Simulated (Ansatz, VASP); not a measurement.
## KTaO3 in two plane-wave programs

Wanted: the spread between two codes on one cell, functional and k mesh. The cell is taken from a series of VASP runs on this material, whose earlier steps may have relaxed, scaled or displaced it; both programs get it as it stands.

Method: plane waves, with VASP 6.6.1 beside it; band structure at HSE06, in Ansatz 0.2.0.

## (1) Set-up

It takes space group Pm-3m (No. 221, cubic). The conventional cell has a = 3.988 Å, b = 3.988 Å, c = 3.988 Å, α = 90.00°, β = 90.00°, γ = 90.00°. Nearest to Ta lie 6 O at 1.99 Å. Nearest to K lie 12 O at 2.82 Å. Nearest to O lie 2 Ta at 1.99 Å and 4 K at 2.82 Å. Farther neighbours and most contacts between anions are not listed.

As a file:

```cif
data_structure
_symmetry_space_group_name_H-M 'P 1'
_symmetry_Int_Tables_number 1
_cell_length_a 3.9883
_cell_length_b 3.9883
_cell_length_c 3.9883
_cell_angle_alpha 90.000
_cell_angle_beta 90.000
_cell_angle_gamma 90.000
_cell_volume 63.44
loop_
_atom_site_label
_atom_site_type_symbol
_atom_site_fract_x
_atom_site_fract_y
_atom_site_fract_z
_atom_site_occupancy
Ta1 Ta 0.00000 0.00000 0.00000 1
K2 K 0.50000 0.50000 0.50000 1
O3 O 0.00000 0.00000 0.50000 1
O4 O 0.00000 0.50000 0.00000 1
O5 O 0.50000 0.00000 0.00000 1
```

## (2) VASP: band structure, HSE06

Levels along a path test the potential and the projectors away from the mesh points.

Lines of VASP's logs that name or quote its potential files are left out, and so is its time.

The run reads the wave functions of an earlier VASP run, which isn't shown here.

INCAR

```
SYSTEM = KTaO3
PREC = Accurate
ENCUT = 460
EDIFF = 1E-06
NELM = 100
ISMEAR = 0
SIGMA = 0.03
LREAL = .FALSE.
ALGO = Normal
LHFCALC = .TRUE.
AEXX = 0.25
GGA = PE
HFSCREEN = 0.2
LASPH = .TRUE.
NBANDS = 25
PRECFOCK = Fast
LORBIT = 11
LWAVE = .FALSE.
LCHARG = .FALSE.
KPAR = 4
```

POSCAR

```
KTaO3
1.0
    3.9883000000      0.0000000000      0.0000000000
    0.0000000000      3.9883000000      0.0000000000
    0.0000000000      0.0000000000      3.9883000000
Ta K O
1 1 3
Direct
    0.0000000000      0.0000000000      0.0000000000
    0.5000000000      0.5000000000      0.5000000000
    0.0000000000      0.0000000000      0.5000000000
    0.0000000000      0.5000000000      0.0000000000
    0.5000000000      0.0000000000      0.0000000000
```

KPOINTS

```
Automatic mesh
0
Gamma
4 4 4
0 0 0
```

KPOINTS_OPT

```
Line mode
8
Line-mode
Reciprocal
  0.00000000   0.00000000   0.00000000 GAMMA
  0.00000000   0.50000000   0.00000000 X

  0.00000000   0.50000000   0.00000000 X
  0.50000000   0.50000000   0.00000000 M

  0.50000000   0.50000000   0.00000000 M
  0.00000000   0.00000000   0.00000000 GAMMA

  0.00000000   0.00000000   0.00000000 GAMMA
  0.50000000   0.50000000   0.50000000 R

  0.50000000   0.50000000   0.50000000 R
  0.00000000   0.50000000   0.00000000 X

  0.50000000   0.50000000   0.00000000 M
  0.50000000   0.50000000   0.50000000 R
```

The projector-augmented-wave data sets are Ta_pv, K_sv and O (PBE family, release 64).

The run is started by

```console
$ mpirun -np 4 vasp_std
```

Numbers of over 12 decimals in the logs are rounded to 6 here.

Log:

```text
[banner, memory and clock lines left out]
running    4 mpi-ranks, on    1 nodes
 distrk:  each k-point on    1 cores,    4 groups
 distr:  one band on    1 cores,    1 groups

 POSCAR found type information on POSCAR TaK O
 POSCAR found :  3 types and       5 ions
 LDA part: xc-table for (Slater+PW92), standard interpolation
 found WAVECAR, reading the header
 POSCAR, INCAR and KPOINTS ok, starting setup
 FFT: planning ... GRIDC
 FFT: planning ... GRID_SOFT
 FFT: planning ... GRID
 reading WAVECAR
 the WAVECAR file was read successfully
 initial charge from wavefunction
 entering main loop
       N       E                     dE             d eps       ncg     rms          rms(c)
DAV:   1    -0.495783534511E+02   -0.49578E+02   -0.23338E+00   504   0.126E+01    0.353E+00
DAV:   2    -0.494790089589E+02    0.99344E-01   -0.26147E-01   663   0.457E+00    0.177E+00
DAV:   3    -0.494822101996E+02   -0.32012E-02   -0.78001E-02   625   0.181E+00    0.111E+00
DAV:   4    -0.494811661097E+02    0.10441E-02   -0.43405E-03   675   0.605E-01    0.689E-01
DAV:   5    -0.494806526510E+02    0.51346E-03   -0.34236E-03   602   0.410E-01    0.427E-01
DAV:   6    -0.494806371365E+02    0.15515E-04   -0.16277E-04   732   0.994E-02    0.262E-01
DAV:   7    -0.494805942800E+02    0.42856E-04   -0.71815E-05   660   0.584E-02    0.156E-01
DAV:   8    -0.494805917594E+02    0.25206E-05   -0.12107E-05   635   0.298E-02    0.928E-02
DAV:   9    -0.494805905525E+02    0.12069E-05   -0.37027E-06   579   0.198E-02    0.556E-02
DAV:  10    -0.494805905203E+02    0.32209E-07   -0.11424E-06   418   0.113E-02
   1 F= -.49480591E+02 E0= -.49480591E+02  d E =-.140769E-16
 Start KPOINTS_OPT (optional k-point list driver)
k-point batch [1-10\48]
       N       E                     dE             ncg
DAV:   1    -0.798874017132E+03   -0.58749E+04      500
DAV:   2    -0.432681959506E+04   -0.35279E+04      589
DAV:   3    -0.464727074165E+04   -0.32045E+03      743
DAV:   4    -0.465859292905E+04   -0.11322E+02      774
DAV:   5    -0.465886886183E+04   -0.27593E+00      728
DAV:   6    -0.465887751604E+04   -0.86542E-02      727
DAV:   7    -0.465887775227E+04   -0.23623E-03      719
DAV:   8    -0.465887775681E+04   -0.45407E-05      639
DAV:   9    -0.465887775695E+04   -0.13568E-06      472
[...]
k-point batch [41-48\48]
       N       E                     dE             ncg
DAV:   1     0.128762844957E+04   -0.11381E+05      400
DAV:   2    -0.154123600107E+04   -0.28289E+04      436
DAV:   3    -0.177503812328E+04   -0.23380E+03      648
DAV:   4    -0.178326648290E+04   -0.82284E+01      526
DAV:   5    -0.178344822740E+04   -0.18174E+00      654
DAV:   6    -0.178345205310E+04   -0.38257E-02      557
DAV:   7    -0.178345212616E+04   -0.73059E-04      591
DAV:   8    -0.178345212823E+04   -0.20668E-05      415
DAV:   9    -0.178345212829E+04   -0.63044E-07      384
```

Parts of OUTCAR (step 2):

```text
ion  position               nearest neighbor table
   1  0.000  0.000  0.000-   3 1.99   4 1.99   5 1.99   3 1.99   4 1.99   5 1.99   2 3.45   2 3.45
                             2 3.45   2 3.45   2 3.45   2 3.45   2 3.45   2 3.45
   2  0.500  0.500  0.500-   3 2.82   4 2.82   5 2.82   4 2.82   5 2.82   3 2.82   5 2.82   5 2.82
                             3 2.82   4 2.82   4 2.82   3 2.82   1 3.45   1 3.45   1 3.45   1 3.45
   3  0.000  0.000  0.500-   1 1.99   1 1.99   2 2.82   2 2.82   2 2.82   2 2.82
   4  0.000  0.500  0.000-   1 1.99   1 1.99   2 2.82   2 2.82   2 2.82   2 2.82
   5  0.500  0.000  0.000-   1 1.99   1 1.99   2 2.82   2 2.82   2 2.82   2 2.82

  LATTYP: Found a simple cubic cell.
 ALAT       =     3.9883000000

 Subroutine GETGRP returns: Found 48 space group operations
 (whereof 48 operations were pure point group operations)

The static configuration has the point symmetry O_h .

 Found     10 irreducible k-points:

   k-points           NKPTS =     10   k-points in BZ     NKDIM =     64   number of bands    NBANDS=     25

   dimension x,y,z NGX =    28 NGY =   28 NGZ =   28
   dimension x,y,z NGXF=    56 NGYF=   56 NGZF=   56

   ENCUT  =  460.0 eV  33.81 Ry    5.81 a.u.   6.97  6.97  6.97*2*pi/ulx,y,z

   NELECT =      38.0000    total number of electrons

 k-points in reciprocal lattice and weights: Automatic mesh
   0.00000000  0.00000000  0.00000000       0.016
   0.25000000  0.00000000  0.00000000       0.094
   0.50000000  0.00000000  0.00000000       0.047
   0.25000000  0.25000000  0.00000000       0.188
   0.50000000  0.25000000  0.00000000       0.188
   0.50000000  0.50000000  0.00000000       0.047
   0.25000000  0.25000000  0.25000000       0.125
   0.50000000  0.25000000  0.25000000       0.188
   0.50000000  0.50000000  0.25000000       0.094
   0.50000000  0.50000000  0.50000000       0.016

  exchange ACFDT corr.  =         0.00000000  see jH, gK, PRB 81, 115126

 average (electrostatic) potential at core
       1 -36.5025       2 -27.8639       3 -65.6176       4 -65.6176       5 -65.6176

 E-fermi :   0.8568

 k-point     1 :       0.0000    0.0000    0.0000
  band No.  band energies     occupation
    ...
     15      -0.4467      2.00000
     16      -0.4467      2.00000
     17       0.0341      2.00000
     18       0.0341      2.00000
     19       0.0341      2.00000
     20       4.1944      0.00000
     21       4.1944      0.00000
     22       4.1944      0.00000
     23       8.9334      0.00000
     24       8.9334      0.00000
    ...

 k-point     2 :       0.2500    0.0000    0.0000
  band No.  band energies     occupation
    ...
     15      -1.1983      2.00000
     16      -1.0930      2.00000
     17      -0.6901      2.00000
     18      -0.1411      2.00000
     19      -0.1411      2.00000
     20       4.2744      0.00000
     21       5.7666      0.00000
     22       5.7666      0.00000
     23       8.9523      0.00000
     24       9.8312      0.00000
    ...

 k-point     3 :       0.5000    0.0000    0.0000
  band No.  band energies     occupation
    ...
     15      -1.8571      2.00000
     16      -1.6016      2.00000
     17      -0.9161      2.00000
     18      -0.2134      2.00000
     19      -0.2134      2.00000
     20       4.3580      0.00000
     21       7.2601      0.00000
     22       7.2601      0.00000
     23       8.9673      0.00000
     24      10.8757      0.00000
    ...

  energy-cutoff  :      460.00
  volume of cell :       63.44
      direct lattice vectors                 reciprocal lattice vectors
     3.988300000  0.000000000  0.000000000     0.250733395  0.000000000  0.000000000
     0.000000000  3.988300000  0.000000000     0.000000000  0.250733395  0.000000000
     0.000000000  0.000000000  3.988300000     0.000000000  0.000000000  0.250733395

 POSITION                                       TOTAL-FORCE (eV/Angst)
 -----------------------------------------------------------------------------------
      0.00000      0.00000      0.00000         0.000000      0.000000      0.000000
      1.99415      1.99415      1.99415         0.000000      0.000000      0.000000
      0.00000      0.00000      1.99415         0.000000      0.000000      0.000000
      0.00000      1.99415      0.00000         0.000000      0.000000      0.000000
      1.99415      0.00000      0.00000         0.000000      0.000000      0.000000
 -----------------------------------------------------------------------------------
    total drift:                                0.000000     -0.000000      0.000000

  FREE ENERGIE OF THE ION-ELECTRON SYSTEM (eV)
  ---------------------------------------------------
  free  energy   TOTEN  =       -49.4805905203 eV

  energy  without entropy=      -49.4805905203  energy(sigma->0) =      -49.48059052

 total charge
# of ion       s       p       d       tot
------------------------------------------
    1        0.350   6.376   1.929   8.654
    2        1.962   5.649   0.039   7.650
    3        1.573   3.558   0.000   5.131
    4        1.573   3.558   0.000   5.131
    5        1.573   3.558   0.000   5.131
--------------------------------------------------
tot          7.032  22.699   1.968  31.698

[... 3 further parts left out ...]
```

(Continued in part 2 of 2.)

[Lines on the potential files, build, host, timing and source positions are cut from VASP's logs without a mark.]

[Logs are printed without paths, hosts, clocks, repeated set-up lines and the standing remarks that a program may print on its own settings, such as how far it seeks lower states.]

[Hosts, paths, dates, database ids (printed as entryN), source tags and the programs' standing remarks are cut or masked in the printed files.]
